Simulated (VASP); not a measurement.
All values below come from LDA (Ceperley-Alder, Perdew-Zunger), VASP's LDA PAW potentials (set 64) (plane waves; VASP 6.6.1).

The input files of a VASP run:

### POSCAR
```
CoSi2
1.0
  0.0000000000   2.6376588072   2.6376588072
  2.6376588072   0.0000000000   2.6376588072
  2.6376588072   2.6376588072   0.0000000000
Co Si
1 2
Cart
  0.0000000000   0.0000000000   0.0000000000
  1.3188294036   1.3188294036   1.3188294036
  3.9564882108   3.9564882108   3.9564882108
```

KPOINTS:
```
Automatic mesh
0
Gamma
9 9 9
0 0 0
```

INCAR:
```
SYSTEM  =  CoSi2
PREC  =  Accurate; ENCUT  =  530; LREAL  =  .False.
LASPH  =  .True.
EDIFF  =  1E-7; NELM  =  100; ALGO  =  Normal
LMAXMIX  =  4
ISMEAR  =  1; SIGMA  =  0.1
IBRION  =  6; NSW  =  1; ISIF  =  3
POTIM  =  0.015; NFREE  =  2
LWAVE  =  .False.; LCHARG  =  .False.
```

POTCAR, in this order: Co Si (LDA.64 set). Program: vasp_std.

Output

### OUTCAR
```
 ion  position               nearest neighbor table
   1  0.000  0.000  0.000-   2 2.28   3 2.28   3 2.28   3 2.28   3 2.28   2 2.28   2 2.28   2 2.28
  LATTYP: Found a face centered cubic cell.
 ALAT       =     5.2753176144
 Subroutine PRICEL returns:
 Original cell was already a primitive cell.
 Subroutine GETGRP returns: Found 48 space group operations
The static configuration has the point symmetry O_h .
The dynamic configuration has the point symmetry O_h .
 Subroutine INISYM returns: Found 48 space group operations
 Subroutine IBZKPT returns following result:
 Found     35 irreducible k-points:

 Following reciprocal coordinates:
            Coordinates               Weight
  0.000000  0.000000  0.000000      1.000000
  0.111111  0.000000  0.000000      8.000000
  0.222222  0.000000  0.000000      8.000000
  0.333333  0.000000  0.000000      8.000000
  0.444444  0.000000  0.000000      8.000000
  0.111111  0.111111  0.000000      6.000000
  0.222222  0.111111  0.000000     24.000000
  0.333333  0.111111  0.000000     24.000000
  0.444444  0.111111  0.000000     24.000000
 -0.444444  0.111111  0.000000     24.000000
...
```

File OSZICAR:
```
...
DAV:   5    -0.219193821270E+02    0.20916E-03   -0.48535E-04  6968   0.434E-01    0.435E-02
DAV:   6    -0.219193467334E+02    0.35394E-04   -0.81034E-05  6084   0.804E-02    0.615E-03
DAV:   7    -0.219193470331E+02   -0.29972E-06   -0.37973E-06  6428   0.217E-02    0.476E-03
DAV:   8    -0.219193470895E+02   -0.56326E-07   -0.23514E-07  5324   0.918E-03
   9 F= -.21919347E+02 E0= -.21919064E+02  d E =-.849696E-03
       N       E                     dE             d eps       ncg     rms          rms(c)
DAV:   1    -0.219739108824E+02   -0.54564E-01   -0.63303E-01  5880   0.713E+00    0.689E-01
DAV:   2    -0.219490027079E+02    0.24908E-01   -0.20576E-02  7164   0.182E+00    0.381E-01
DAV:   3    -0.219267483770E+02    0.22254E-01   -0.11378E-02  7012   0.143E+00    0.140E-01
DAV:   4    -0.219250526429E+02    0.16957E-02   -0.28087E-03  7012   0.990E-01    0.923E-02
DAV:   5    -0.219222908051E+02    0.27618E-02   -0.53476E-04  7088   0.437E-01    0.313E-02
DAV:   6    -0.219197940396E+02    0.24968E-02   -0.18560E-04  6960   0.132E-01    0.792E-03
DAV:   7    -0.219195311130E+02    0.26293E-03   -0.23638E-05  6168   0.415E-02    0.307E-03
DAV:   8    -0.219193587424E+02    0.17237E-03   -0.16319E-06  6424   0.125E-02    0.123E-03
DAV:   9    -0.219193512376E+02    0.75048E-05   -0.27423E-07  5240   0.529E-03    0.414E-04
DAV:  10    -0.219193475955E+02    0.36421E-05   -0.13401E-08  3032   0.122E-03    0.123E-04
DAV:  11    -0.219193472623E+02    0.33317E-06   -0.27178E-09  2860   0.737E-04    0.739E-05
DAV:  12    -0.219193471789E+02    0.83391E-07   -0.79151E-10  2816   0.334E-04
  10 F= -.21919347E+02 E0= -.21919064E+02  d E =-.850067E-03
       N       E                     dE             d eps       ncg     rms          rms(c)
DAV:   1    -0.219597201519E+02   -0.40373E-01   -0.73842E-01  6060   0.765E+00    0.110E+00
DAV:   2    -0.219287160567E+02    0.31004E-01   -0.38444E-02  7148   0.277E+00    0.554E-01
DAV:   3    -0.219207735099E+02    0.79425E-02   -0.27481E-02  7136   0.252E+00    0.335E-01
DAV:   4    -0.219195598961E+02    0.12136E-02   -0.81249E-03  6804   0.189E+00    0.878E-02
DAV:   5    -0.219193846938E+02    0.17520E-03   -0.40043E-04  6524   0.297E-01    0.432E-02
DAV:   6    -0.219193468575E+02    0.37836E-04   -0.82472E-05  6196   0.767E-02    0.782E-03
DAV:   7    -0.219193470334E+02   -0.17597E-06   -0.50845E-06  6576   0.306E-02    0.496E-03
DAV:   8    -0.219193471046E+02   -0.71205E-07   -0.32537E-07  5836   0.949E-03
  11 F= -.21919347E+02 E0= -.21919064E+02  d E =-.849615E-03
       N       E                     dE             d eps       ncg     rms          rms(c)
DAV:   1    -0.219357335598E+02   -0.16387E-01   -0.59831E-01  6172   0.692E+00    0.695E-01
DAV:   2    -0.219237635758E+02    0.11970E-01   -0.18479E-02  7228   0.185E+00    0.380E-01
DAV:   3    -0.219192631998E+02    0.45004E-02   -0.10373E-02  6904   0.145E+00    0.156E-01
DAV:   4    -0.219191531791E+02    0.11002E-03   -0.29687E-03  7080   0.105E+00    0.889E-02
DAV:   5    -0.219191283596E+02    0.24819E-04   -0.57620E-04  7188   0.418E-01    0.307E-02
DAV:   6    -0.219193096715E+02   -0.18131E-03   -0.19289E-04  6972   0.133E-01    0.726E-03
DAV:   7    -0.219193304885E+02   -0.20817E-04   -0.22284E-05  5992   0.398E-02    0.317E-03
DAV:   8    -0.219193473193E+02   -0.16831E-04   -0.20551E-06  6432   0.137E-02    0.954E-04
DAV:   9    -0.219193473869E+02   -0.67524E-07   -0.32201E-07  5204   0.579E-03
  12 F= -.21919347E+02 E0= -.21919064E+02  d E =-.850168E-03
       N       E                     dE             d eps       ncg     rms          rms(c)
DAV:   1    -0.219597173779E+02   -0.40370E-01   -0.76006E-01  5960   0.775E+00    0.109E+00
DAV:   2    -0.219286679572E+02    0.31049E-01   -0.37860E-02  7176   0.273E+00    0.550E-01
DAV:   3    -0.219198597106E+02    0.88082E-02   -0.23274E-02  7212   0.195E+00    0.206E-01
DAV:   4    -0.219195910668E+02    0.26864E-03   -0.46863E-03  6972   0.132E+00    0.101E-01
DAV:   5    -0.219193814768E+02    0.20959E-03   -0.48133E-04  7052   0.424E-01    0.428E-02
DAV:   6    -0.219193467126E+02    0.34764E-04   -0.80067E-05  6164   0.769E-02    0.618E-03
DAV:   7    -0.219193470339E+02   -0.32133E-06   -0.37503E-06  6488   0.209E-02    0.483E-03
DAV:   8    -0.219193470898E+02   -0.55894E-07   -0.23597E-07  5432   0.929E-03
  13 F= -.21919347E+02 E0= -.21919064E+02  d E =-.849714E-03
       N       E                     dE             d eps       ncg     rms          rms(c)
DAV:   1    -0.219366056392E+02   -0.17259E-01   -0.12062E+00  1880   0.903E+00    0.434E-01
DAV:   2    -0.219305080830E+02    0.60976E-02   -0.24830E-02  2792   0.203E+00    0.277E-01
DAV:   3    -0.219229793943E+02    0.75287E-02   -0.73412E-03  2712   0.129E+00    0.140E-01
DAV:   4    -0.219223454773E+02    0.63392E-03   -0.25932E-03  2664   0.101E+00    0.564E-02
DAV:   5    -0.219221245471E+02    0.22093E-03   -0.24053E-04  2680   0.302E-01    0.140E-02
DAV:   6    -0.219219820541E+02    0.14249E-03   -0.37892E-05  2296   0.529E-02    0.380E-03
DAV:   7    -0.219219590121E+02    0.23042E-04   -0.53854E-06  2332   0.211E-02    0.253E-03
DAV:   8    -0.219219524871E+02    0.65250E-05   -0.22693E-07  1836   0.539E-03    0.553E-04
DAV:   9    -0.219219501449E+02    0.23421E-05   -0.53972E-08  1172   0.236E-03    0.184E-04
DAV:  10    -0.219219498892E+02    0.25568E-06   -0.10744E-08  1052   0.138E-03    0.106E-04
DAV:  11    -0.219219497996E+02    0.89595E-07   -0.32536E-09  1040   0.778E-04
  14 F= -.21921950E+02 E0= -.21921669E+02  d E =-.841790E-03
       N       E                     dE             d eps       ncg     rms          rms(c)
DAV:   1    -0.219218139604E+02    0.13593E-03   -0.27581E+00  1800   0.128E+01    0.286E-01
DAV:   2    -0.219232136849E+02   -0.13997E-02   -0.30371E-02  2528   0.245E+00    0.247E-01
DAV:   3    -0.219226718140E+02    0.54187E-03   -0.45192E-03  2484   0.144E+00    0.181E-01
DAV:   4    -0.219219783043E+02    0.69351E-03   -0.90978E-04  2856   0.476E-01    0.444E-02
DAV:   5    -0.219219498719E+02    0.28432E-04   -0.15557E-04  2848   0.213E-01    0.108E-02
DAV:   6    -0.219219497625E+02    0.10940E-06   -0.76217E-06  2672   0.410E-02    0.581E-03
DAV:   7    -0.219219497607E+02    0.17778E-08   -0.38114E-07  2144   0.836E-03
  15 F= -.21921950E+02 E0= -.21921669E+02  d E =-.841434E-03
       N       E                     dE             d eps       ncg     rms          rms(c)
DAV:   1    -0.219218787208E+02    0.71042E-04   -0.94324E-01  3000   0.765E+00    0.164E-01
DAV:   2    -0.219226101743E+02   -0.73145E-03   -0.11650E-02  4180   0.149E+00    0.118E-01
DAV:   3    -0.219225190668E+02    0.91107E-04   -0.13473E-03  4292   0.785E-01    0.101E-01
DAV:   4    -0.219223342737E+02    0.18479E-03   -0.36159E-04  4540   0.339E-01    0.211E-02
DAV:   5    -0.219223298322E+02    0.44415E-05   -0.38940E-05  4800   0.908E-02    0.647E-03
DAV:   6    -0.219223295419E+02    0.29027E-06   -0.19346E-06  4128   0.160E-02    0.406E-03
DAV:   7    -0.219223294545E+02    0.87422E-07   -0.71460E-07  4004   0.158E-02
  16 F= -.21922329E+02 E0= -.21922036E+02  d E =-.879228E-03
       N       E                     dE             d eps       ncg     rms          rms(c)
DAV:   1    -0.219221188905E+02    0.21065E-03   -0.13686E-01  3048   0.275E+00    0.163E-01
DAV:   2    -0.219224380596E+02   -0.31917E-03   -0.66169E-03  3964   0.939E-01    0.851E-02
DAV:   3    -0.219223329882E+02    0.10507E-03   -0.41200E-04  3876   0.230E-01    0.284E-02
DAV:   4    -0.219223375619E+02   -0.45737E-05   -0.15552E-04  4296   0.251E-01    0.282E-02
DAV:   5    -0.219223297516E+02    0.78103E-05   -0.31332E-05  4204   0.128E-01    0.129E-02
DAV:   6    -0.219223294502E+02    0.30141E-06   -0.17782E-06  3632   0.119E-02    0.157E-03
DAV:   7    -0.219223294455E+02    0.47548E-08   -0.19764E-07  3032   0.500E-03
  17 F= -.21922329E+02 E0= -.21922036E+02  d E =-.879437E-03
```

### OUTCAR
```
------------------------ aborting loop because EDIFF is reached ----------------------------------------
  FORCE on cell =-STRESS in cart. coord.  units (eV):
  Direction    XX          YY          ZZ          XY          YZ          ZX
  --------------------------------------------------------------------------------------
  Total        0.0461109      0.0417740      0.0417740      0.0000000      0.1463561      0.0000000
  in kB        2.0129299      1.8236044      1.8236044      0.0000000      6.3890388      0.0000000
  external PRESSURE =       1.8867129 kB  Pullay stress =       0.0000000 kB
  volume of cell :       36.70
      direct lattice vectors                 reciprocal lattice vectors
     0.000000000  2.637658807  2.637658807    -0.189562046  0.189562046  0.189562046
     2.637658807  0.000000000  2.637658807     0.189562046 -0.189562046  0.189562046
     2.637658807  2.637658807  0.000000000     0.189562046  0.189562046 -0.189562046
 POSITION                                       TOTAL-FORCE (eV/Angst)
 -----------------------------------------------------------------------------------
      0.00000      0.00000      0.00000        -0.097569      0.000000      0.000000
      1.30383      1.31883      1.31883         0.144833      0.000000      0.000000
      3.95649      3.95649      3.95649        -0.047264      0.000000      0.000000
 -----------------------------------------------------------------------------------
    total drift:                                0.000057     -0.000000     -0.000000
  FREE ENERGIE OF THE ION-ELECTRON SYSTEM (eV)
  ---------------------------------------------------
  free  energy   TOTEN  =       -21.9223294455 eV

  energy  without entropy=      -21.9214500085  energy(sigma->0) =      -21.92203630

   1 f  =   10.556056 THz    66.325659 2PiTHz  352.112141 cm-1    43.656322 meV
             X         Y         Z           dx          dy          dz
      0.000000  0.000000  0.000000    -0.000000   -0.000000    0.000000
      1.318829  1.318829  1.318829    -0.339693   -0.620165   -0.001944
      3.956488  3.956488  3.956488     0.339693    0.620165    0.001944

   2 f  =   10.556056 THz    66.325659 2PiTHz  352.112141 cm-1    43.656322 meV
             X         Y         Z           dx          dy          dz
      0.000000  0.000000  0.000000     0.000000    0.000000    0.000000
      1.318829  1.318829  1.318829    -0.077073    0.040016    0.701754
      3.956488  3.956488  3.956488     0.077073   -0.040016   -0.701754

   3 f  =   10.556056 THz    66.325659 2PiTHz  352.112141 cm-1    43.656322 meV
             X         Y         Z           dx          dy          dz
      0.000000  0.000000  0.000000     0.000000    0.000000    0.000000
      1.318829  1.318829  1.318829    -0.615360    0.337333   -0.086820
      3.956488  3.956488  3.956488     0.615360   -0.337333    0.086820

   4 f  =   10.519566 THz    66.096380 2PiTHz  350.894939 cm-1    43.505408 meV
             X         Y         Z           dx          dy          dz
      0.000000  0.000000  0.000000     0.238271   -0.656818    0.010217
      1.318829  1.318829  1.318829    -0.172477    0.475451   -0.007396
      3.956488  3.956488  3.956488    -0.172477    0.475451   -0.007396

   5 f  =   10.519566 THz    66.096380 2PiTHz  350.894939 cm-1    43.505408 meV
             X         Y         Z           dx          dy          dz
      0.000000  0.000000  0.000000     0.647651    0.233072   -0.120467
      1.318829  1.318829  1.318829    -0.468816   -0.168714    0.087202
      3.956488  3.956488  3.956488    -0.468816   -0.168714    0.087202

   6 f  =   10.519566 THz    66.096380 2PiTHz  350.894939 cm-1    43.505408 meV
             X         Y         Z           dx          dy          dz
      0.000000  0.000000  0.000000    -0.109826   -0.050547   -0.688237
      1.318829  1.318829  1.318829     0.079500    0.036589    0.498194
      3.956488  3.956488  3.956488     0.079500    0.036589    0.498194

   7 f/i=    0.003040 THz     0.019101 2PiTHz    0.101404 cm-1     0.012573 meV
             X         Y         Z           dx          dy          dz
      0.000000  0.000000  0.000000     0.003963    0.166762    0.695621
      1.318829  1.318829  1.318829     0.002737    0.115188    0.480487
      3.956488  3.956488  3.956488     0.002737    0.115188    0.480487

   8 f/i=    0.003040 THz     0.019101 2PiTHz    0.101404 cm-1     0.012573 meV
             X         Y         Z           dx          dy          dz
      0.000000  0.000000  0.000000     0.020561    0.695317   -0.166807
      1.318829  1.318829  1.318829     0.014202    0.480277   -0.115219
      3.956488  3.956488  3.956488     0.014202    0.480277   -0.115219

   9 f/i=    0.003040 THz     0.019101 2PiTHz    0.101404 cm-1     0.012573 meV
             X         Y         Z           dx          dy          dz
      0.000000  0.000000  0.000000    -0.715035    0.020918   -0.000941
      1.318829  1.318829  1.318829    -0.493897    0.014449   -0.000650
      3.956488  3.956488  3.956488    -0.493897    0.014449   -0.000650

 ELASTIC MODULI CONTR FROM IONIC RELAXATION (kBar)
 Direction    XX          YY          ZZ          XY          YZ          ZX
 --------------------------------------------------------------------------------
 XX          -0.0000     -0.0000     -0.0000      0.0000      0.0000     -0.0000
 YY          -0.0000     -0.0000     -0.0000     -0.0000      0.0000     -0.0000
 ZZ          -0.0000     -0.0000     -0.0000     -0.0000      0.0000     -0.0000
 XY           0.0000     -0.0000     -0.0000   -648.5673      0.0000      0.0000
 YZ           0.0000      0.0000      0.0000      0.0000   -648.5673      0.0000
 ZX          -0.0000     -0.0000     -0.0000      0.0000      0.0000   -648.5673
 --------------------------------------------------------------------------------

 TOTAL ELASTIC MODULI (kBar)
 Direction    XX          YY          ZZ          XY          YZ          ZX
 --------------------------------------------------------------------------------
 XX        2640.1628   1726.6727   1726.6727      0.0000      0.0000     -0.0000
 YY        1726.6727   2640.1628   1726.6727     -0.0000      0.0000     -0.0000
 ZZ        1726.6727   1726.6727   2640.1628      0.0000      0.0000     -0.0000
 XY           0.0000     -0.0000      0.0000    933.8199      0.0000      0.0000
 YZ           0.0000      0.0000      0.0000      0.0000    933.8199      0.0000
 ZX          -0.0000     -0.0000     -0.0000      0.0000      0.0000    933.8199
 --------------------------------------------------------------------------------
```
(Selected blocks of OUTCAR.)

Finite-difference elastic constants of metals are sensitive to mesh and smearing; shear constants can be off by tens of GPa.

The compound is CoSi2 in the fluorite structure. It was relaxed first. The run is not spin-polarised, so no magnetic state was tried. The electron count is odd and the run is not spin-polarised, which forces a metal.
